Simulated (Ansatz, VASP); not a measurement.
# Sn2C: VASP beside Ansatz, part 2 of 2

Wanted: the spread between two codes on one cell, functional and k mesh. The cell is generated by rule, not measured, and may not be a known phase. The cell is taken from a series of runs on this material, whose earlier steps may have relaxed, scaled, displaced or heated it; both programs get it as it stands.

VASP 6.6.1 and Ansatz 0.2.0.

So far. Step 3 (Ansatz: single point, PBEsol, pair 1): The run ends at a pressure of 0.11 GPa, with forces up to 1.1 eV/Å.

### Step 5. VASP: single point, PBEsol, pair 2

Level of this step: PBEsol; plane waves and PAW (C, Sn_d); invented cell (VASP).

A single point gives forces, pressure and levels at one fixed geometry, so differences don't come from the geometry; what else differs is listed under the comparison.

INCAR

```
SYSTEM = Sn2C
PREC = Accurate
ENCUT = 600
EDIFF = 1E-06
NELM = 120
ISMEAR = 1
SIGMA = 0.2
LREAL = .FALSE.
ALGO = Normal
GGA = PS
NBANDS = 79
LORBIT = 11
LWAVE = .FALSE.
LCHARG = .FALSE.
ISIF = 2
LASPH = .TRUE.
GGA_COMPAT = .FALSE.
KPAR = 2
```

POSCAR

```
Sn2C
1.0
    5.0213021337      5.0213021337      0.0000000000
    5.0213021337      0.0000000000      5.0213021337
    5.0213021337      0.0000000000     -5.0213021337
C Sn
4 8
Direct
    0.9632063396      0.0183968303      0.9816031697
    0.0367936606      0.4816031697      0.5183968303
    0.4632063396      0.2683968303      0.7316031697
    0.5367936606      0.7316031697      0.2683968303
    0.2634181666      0.1019495605      0.8980504395
    0.2365818336      0.6480504395      0.3519495605
    0.7307354542      0.1346322730      0.8653677270
    0.7692645460      0.6153677270      0.3846322730
    0.2634181666      0.6346322730      0.8980504395
    0.2365818336      0.1153677270      0.3519495605
    0.7961008791      0.1019495605      0.3653677270
    0.7038991211      0.6480504395      0.8846322730
```

KPOINTS

```
Automatic mesh
0
Gamma
8 8 8
0 0 0
```

The projector-augmented-wave data sets are C and Sn_d (PBE family, release 64).

The run is started by

```console
$ mpirun -np 2 vasp_std
```

Numbers of over 12 decimals in the logs are rounded to 6 here.

The program printed:

```text
[banner, memory and clock lines left out]
running    2 mpi-ranks, on    1 nodes
[...]
[... a notice as in an earlier step ...]

 LDA part: xc-table for (Slater+PW92), standard interpolation
 POSCAR, INCAR and KPOINTS ok, starting setup
[...]
entering main loop
       N       E                     dE             d eps       ncg     rms          rms(c)
DAV:   1     0.172432362902E+04    0.17243E+04   -0.62758E+04 11054   0.270E+03
DAV:   2     0.290953888690E+03   -0.14334E+04   -0.13906E+04 10270   0.793E+02
DAV:   3    -0.294458223360E+02   -0.32040E+03   -0.30502E+03 10894   0.266E+02
DAV:   4    -0.638186472563E+02   -0.34373E+02   -0.32880E+02 12412   0.837E+01
[...]
DAV:  13    -0.587708433290E+02    0.23896E-04   -0.11661E-04 12557   0.397E-02    0.114E-02
DAV:  14    -0.587708435952E+02   -0.26620E-06   -0.52338E-05  9655   0.290E-02    0.720E-03
DAV:  15    -0.587708436527E+02   -0.57542E-07   -0.65456E-06  9190   0.128E-02
   1 F= -.58770844E+02 E0= -.58770368E+02  d E =-.142568E-02
```

OUTCAR, selected parts (step 5):

```text
  Total        0.6774852      0.6774852      0.6774852      2.8261189     -2.8261189     -2.8261189
  in kB        4.2867812      4.2867812      4.2867812     17.8822417    -17.8822417    -17.8822417
  external PRESSURE =       4.2867812 kB  Pullay stress =       0.0000000 kB

 POSITION                                       TOTAL-FORCE (eV/Angst)
 -----------------------------------------------------------------------------------
      9.85785      4.83655     -4.83655         1.251191      1.251191     -1.251191
      5.20605      0.18475     -0.18475         0.068670      0.068670     -0.068670
      7.34720      2.32590     -2.32590        -0.068670     -0.068670      0.068670
      7.71671      2.69540      2.32590        -1.251191     -1.251191      1.251191
      6.34400      1.32270     -3.99746         0.026834      0.026834     -0.032608
      6.20925      1.18795      1.48681        -0.026834     -0.026834      0.032608
      8.69055      3.66924     -3.66924        -1.002381     -1.002381      1.002381
      8.88401      3.86271      1.15859         1.002381      1.002381     -1.002381
      9.01877      1.32270     -1.32270         0.032608      0.026834     -0.026834
      3.53449      1.18795     -1.18795        -0.032608     -0.026834      0.026834
      6.34400      3.99746     -1.32270         0.026834      0.032608     -0.026834
     11.23055      3.53449     -1.18795        -0.026834     -0.032608      0.026834
 -----------------------------------------------------------------------------------
    total drift:                               -0.000000      0.000000     -0.000000

  FREE ENERGIE OF THE ION-ELECTRON SYSTEM (eV)
  ---------------------------------------------------
  free  energy   TOTEN  =       -58.7708436527 eV

  energy  without entropy=      -58.7694179688  energy(sigma->0) =      -58.77036842

[... 2 parts as in an earlier step ...]

[... 1 further part left out ...]
[key lines of the parts left out:]
E-fermi :   7.4763
```

The run ends at a pressure of 0.43 GPa, with forces up to 2.2 eV/Å.

### Step 6. Ansatz: single point, PBEsol, pair 2

The same cell, functional, mesh and smearing now go to Ansatz, which takes its cutoff from its data sets.

The cell is taken from a series of runs on this material, whose earlier steps may have relaxed, scaled, displaced or heated it; both programs get it as it stands.

input.yaml

```yaml
crystal:
  lattice:
    - [5.0213021337, 5.0213021337, 0.0]
    - [5.0213021337, 0.0, 5.0213021337]
    - [5.0213021337, 0.0, -5.0213021337]
  atoms:
    - { symbol: C, position: [-0.0367936605, 0.0183968303, -0.0183968303] }
    - { symbol: C, position: [0.0367936605, 0.4816031697, 0.5183968303] }
    - { symbol: C, position: [0.4632063395, 0.2683968303, 0.7316031697] }
    - { symbol: C, position: [0.5367936605, 0.7316031697, 0.2683968303] }
    - { symbol: Sn, position: [0.2634181665, 0.1019495605, 0.8980504395] }
    - { symbol: Sn, position: [0.2365818335, 0.6480504395, 0.3519495605] }
    - { symbol: Sn, position: [0.7307354541, 0.134632273, 0.865367727] }
    - { symbol: Sn, position: [0.7692645459, 0.615367727, 0.384632273] }
    - { symbol: Sn, position: [0.2634181665, 0.634632273, 0.8980504395] }
    - { symbol: Sn, position: [0.2365818335, 0.115367727, 0.3519495605] }
    - { symbol: Sn, position: [0.796100879, 0.1019495605, 0.365367727] }
    - { symbol: Sn, position: [0.703899121, 0.6480504395, 0.884632273] }
kpoints:
  mp_grid: { grid: [8, 8, 8] }
hamiltonian:
  xc: pbesol
scf:
  occupations: { method: methfessel_paxton, width: 0.2 }
output:
  forces: true
  stress: true
  eigenvalues: true
```

The run is started by

```console
$ ansatz run input.yaml --threads 8 --pin off --max-ram 14336MiB --backend cpu --events-out ev --progress --plain --runs-dir out
```

The program printed:

```text
[...]
Crystal: 12 atoms, lattice volume = 253.209 Å³
Basis set: ecut = 420 eV, 4957 PW (Γ), exchange–correlation on 96×96×96 points (8 copies of the dense FFT grid, shifted against one another)
Bands: 77, of which v1, the nominal top of the filled ones, is band 64 counted from 1 (63 counted from 0)
Symmetry: 12 space group operations
[...]
k-points: 65 of 512
[...]
k-point 0: bands = [... 60 lower, 9.7795, 9.7795, 9.9891, 11.2289, 11.2289, 11.2586, 11.6305, 11.8499, ... 9 higher]
  k-point 1: bands = [... 60 lower, 9.5113, 9.7222, 10.6642, 10.8075, 10.9463, 11.1162, 11.3507, 11.7184, ... 9 higher]
  k-point 2: bands = [... 60 lower, 9.4390, 9.5393, 10.0490, 10.2666, 10.7897, 10.9829, 11.3255, 11.3587, ... 9 higher]
  k-point 64: bands = [... 60 lower, 8.6064, 8.8388, 9.6588, 9.6588, 9.8042, 9.9188, 11.4714, 11.4714, ... 9 higher]
[key lines of the parts left out:]
SCF converged after 8 iterations
Free energy (F): -48571.095325 eV
Fermi energy:    10.164414 eV
P = ⅓ Tr σ = 0.4656 GPa (4.656 kbar)
```

The run ends at a pressure of 0.47 GPa, with forces up to 2.2 eV/Å.

### Step 7. Comparison

Compared:

| quantity | Ansatz | VASP | difference |
| --- | --- | --- | --- |
| pressure (GPa) | 0.47 | 0.43 | +0.04 |

Forces on 7 of the 12 atoms, those with the largest forces and the largest differences (eV/Å; atoms numbered as in POSCAR):

| atom | Ansatz x, y, z | VASP x, y, z |
| --- | --- | --- |
| C1 | 1.272, 1.272, -1.272 | 1.251, 1.251, -1.251 |
| C2 | 0.069, 0.069, -0.069 | 0.069, 0.069, -0.069 |
| C3 | -0.069, -0.069, 0.069 | -0.069, -0.069, 0.069 |
| C4 | -1.272, -1.272, 1.272 | -1.251, -1.251, 1.251 |
| Sn6 | -0.026, -0.026, 0.033 | -0.027, -0.027, 0.033 |
| Sn7 | -1.021, -1.021, 1.021 | -1.002, -1.002, 1.002 |
| Sn8 | 1.021, 1.021, -1.021 | 1.002, 1.002, -1.002 |

The forces differ by 12 meV/Å r.m.s., which is 1.8 % of the r.m.s. force of 0.655 eV/Å (both taken over all components).

### Step 8. Ansatz: single point, PBEsol, pair 3

A single point gives forces, pressure and levels at one fixed geometry, so differences don't come from the geometry; what else differs is listed under the comparison.

The cell is taken from a series of runs on this material, whose earlier steps may have relaxed, scaled, displaced or heated it; both programs get it as it stands.

input.yaml

```yaml
crystal:
  lattice:
    - [5.0213021337, 5.0213021337, 0.0]
    - [5.0213021337, 0.0, 5.0213021337]
    - [5.0213021337, 0.0, -5.0213021337]
  atoms:
    - { symbol: C, position: [-0.0517410851, 0.0258705426, -0.0258705426] }
    - { symbol: C, position: [0.0517410851, 0.4741294574, 0.5258705426] }
    - { symbol: C, position: [0.4482589149, 0.2758705426, 0.7241294574] }
    - { symbol: C, position: [0.5517410851, 0.7241294574, 0.2758705426] }
    - { symbol: Sn, position: [0.2688692967, 0.0925853195, 0.9074146805] }
    - { symbol: Sn, position: [0.2311307033, 0.6574146805, 0.3425853195] }
    - { symbol: Sn, position: [0.7229092323, 0.1385453839, 0.8614546161] }
    - { symbol: Sn, position: [0.7770907677, 0.6114546161, 0.3885453839] }
    - { symbol: Sn, position: [0.2688692967, 0.6385453839, 0.9074146805] }
    - { symbol: Sn, position: [0.2311307033, 0.1114546161, 0.3425853195] }
    - { symbol: Sn, position: [0.8148293611, 0.0925853195, 0.3614546161] }
    - { symbol: Sn, position: [0.6851706389, 0.6574146805, 0.8885453839] }
kpoints:
  mp_grid: { grid: [8, 8, 8] }
hamiltonian:
  xc: pbesol
scf:
  occupations: { method: methfessel_paxton, width: 0.2 }
output:
  forces: true
  stress: true
  eigenvalues: true
```

The program printed:

```text
[...]
Crystal: 12 atoms, lattice volume = 253.209 Å³
Basis set: ecut = 420 eV, 4957 PW (Γ), exchange–correlation on 96×96×96 points (8 copies of the dense FFT grid, shifted against one another)
Bands: 77, of which v1, the nominal top of the filled ones, is band 64 counted from 1 (63 counted from 0)
Symmetry: 12 space group operations
[...]
k-points: 65 of 512
[...]
k-point 0: bands = [... 60 lower, 9.8451, 9.8481, 9.8481, 11.2483, 11.2483, 11.2890, 11.4254, 11.6603, ... 9 higher]
  k-point 1: bands = [... 60 lower, 9.4356, 9.7800, 10.4079, 10.8125, 10.8535, 11.0934, 11.3183, 11.6670, ... 9 higher]
  k-point 2: bands = [... 60 lower, 9.4653, 9.5450, 9.8897, 10.2152, 10.7568, 11.0582, 11.3183, 11.3889, ... 9 higher]
  k-point 64: bands = [... 60 lower, 8.5569, 8.6274, 9.7991, 9.7991, 9.9162, 10.3658, 11.1118, 11.1118, ... 9 higher]
[key lines of the parts left out:]
SCF converged after 8 iterations
Free energy (F): -48570.277578 eV
Fermi energy:    10.138860 eV
P = ⅓ Tr σ = 1.6998 GPa (16.998 kbar)
```

The run ends at a pressure of 1.70 GPa, with forces up to 3.9 eV/Å.

### Step 9. VASP: single point, PBEsol, pair 3

The same cell, functional, mesh and smearing now go to VASP, with its own data sets.

INCAR is that of step 5.

POSCAR

```
Sn2C
1.0
    5.0213021337      5.0213021337      0.0000000000
    5.0213021337      0.0000000000      5.0213021337
    5.0213021337      0.0000000000     -5.0213021337
C Sn
4 8
Direct
    0.9482589150      0.0258705426      0.9741294574
    0.0517410852      0.4741294574      0.5258705426
    0.4482589150      0.2758705426      0.7241294574
    0.5517410852      0.7241294574      0.2758705426
    0.2688692968      0.0925853195      0.9074146805
    0.2311307034      0.6574146805      0.3425853195
    0.7229092324      0.1385453839      0.8614546161
    0.7770907678      0.6114546161      0.3885453839
    0.2688692968      0.6385453839      0.9074146805
    0.2311307034      0.1114546161      0.3425853195
    0.8148293612      0.0925853195      0.3614546161
    0.6851706390      0.6574146805      0.8885453839
```

KPOINTS is that of step 5.

The run is started by

```console
$ mpirun -np 2 vasp_std
```

The program printed:

```text
[... set-up lines as in an earlier step ...]
 entering main loop
       N       E                     dE             d eps       ncg     rms          rms(c)
DAV:   1     0.172990754532E+04    0.17299E+04   -0.62795E+04 11143   0.270E+03
DAV:   2     0.293592655041E+03   -0.14363E+04   -0.13925E+04 10270   0.798E+02
DAV:   3    -0.285159634370E+02   -0.32211E+03   -0.30708E+03 10919   0.266E+02
DAV:   4    -0.627802951239E+02   -0.34264E+02   -0.32799E+02 12469   0.837E+01
[...]
DAV:  13    -0.579609667566E+02    0.52517E-04   -0.27885E-04 14148   0.577E-02    0.994E-03
DAV:  14    -0.579609719208E+02   -0.51642E-05   -0.73892E-05 12085   0.341E-02    0.828E-03
DAV:  15    -0.579609716084E+02    0.31242E-06   -0.37446E-06  9524   0.119E-02
   1 F= -.57960972E+02 E0= -.57960795E+02  d E =-.528400E-03
```

From OUTCAR (step 9):

```text
  Total        2.6224063      2.6224063      2.6224063      4.0491987     -4.0491987     -4.0491987
  in kB       16.5932521     16.5932521     16.5932521     25.6212674    -25.6212674    -25.6212674
  external PRESSURE =      16.5932521 kB  Pullay stress =       0.0000000 kB

 POSITION                                       TOTAL-FORCE (eV/Angst)
 -----------------------------------------------------------------------------------
      9.78280      4.76149     -4.76149         2.233108      2.233108     -2.233108
      5.28111      0.25981     -0.25981        -0.189256     -0.189256      0.189256
      7.27215      2.25084     -2.25084         0.189256      0.189256     -0.189256
      7.79176      2.77046      2.25084        -2.233108     -2.233108      2.233108
      6.37138      1.35007     -4.09150        -0.254263     -0.254263      1.095141
      6.18188      1.16058      1.58085         0.254263      0.254263     -1.095141
      8.65125      3.62995     -3.62995        -1.546859     -1.546859      1.546859
      8.92331      3.90201      1.11929         1.546859      1.546859     -1.546859
      9.11281      1.35007     -1.35007        -1.095141     -0.254263      0.254263
      3.44045      1.16058     -1.16058         1.095141      0.254263     -0.254263
      6.37138      4.09150     -1.35007        -0.254263     -1.095141      0.254263
     11.20318      3.44045     -1.16058         0.254263      1.095141     -0.254263
 -----------------------------------------------------------------------------------
    total drift:                               -0.000000      0.000000     -0.000000

  FREE ENERGIE OF THE ION-ELECTRON SYSTEM (eV)
  ---------------------------------------------------
  free  energy   TOTEN  =       -57.9609716084 eV

  energy  without entropy=      -57.9604432084  energy(sigma->0) =      -57.96079548

[... 2 parts as in an earlier step ...]

[... 1 further part left out ...]
[key lines of the parts left out:]
E-fermi :   7.4510
```

The run ends at a pressure of 1.66 GPa, with forces up to 3.9 eV/Å.

### Step 10. Differences

Both answers:

| quantity | Ansatz | VASP | difference |
| --- | --- | --- | --- |
| pressure (GPa) | 1.70 | 1.66 | +0.04 |

Forces on 7 of the 12 atoms, those with the largest forces and the largest differences (eV/Å; atoms numbered as in POSCAR):

| atom | Ansatz x, y, z | VASP x, y, z |
| --- | --- | --- |
| C1 | 2.271, 2.271, -2.271 | 2.233, 2.233, -2.233 |
| C4 | -2.271, -2.271, 2.271 | -2.233, -2.233, 2.233 |
| Sn5 | -0.255, -0.255, 1.096 | -0.254, -0.254, 1.095 |
| Sn6 | 0.255, 0.255, -1.096 | 0.254, 0.254, -1.095 |
| Sn7 | -1.582, -1.582, 1.582 | -1.547, -1.547, 1.547 |
| Sn8 | 1.582, 1.582, -1.582 | 1.547, 1.547, -1.547 |
| Sn9 | -1.096, -0.255, 0.255 | -1.095, -0.254, 0.254 |

The forces differ by 21 meV/Å r.m.s., which is 1.7 % of the r.m.s. force of 1.207 eV/Å (both taken over all components).

### Step 11. What came out

```json
{"r.m.s. force difference (single point, PBEsol, pair 1)": "1.5 % of the r.m.s. force", "r.m.s. force difference (single point, PBEsol, pair 2)": "1.8 % of the r.m.s. force", "r.m.s. force difference (single point, PBEsol, pair 3)": "1.7 % of the r.m.s. force"}
```

What this shows: The r.m.s. force difference is 1.8 % of the r.m.s. force (single point, PBEsol, pair 2), within the 3 % picked in this series as the mark of a large difference. 1 further run of this series is not shown here. How closely two codes agree says nothing of how well the functional describes the real material.

[Lines on the potential files, build, host, timing and source positions are cut from VASP's logs without a mark.]

[Logs are printed without paths, hosts, clocks, repeated set-up lines and the standing remarks that a program may print on its own settings, such as how far it seeks lower states.]

[Hosts, paths, dates, database ids (printed as entryN), source tags and the programs' standing remarks are cut or masked in the printed files.]
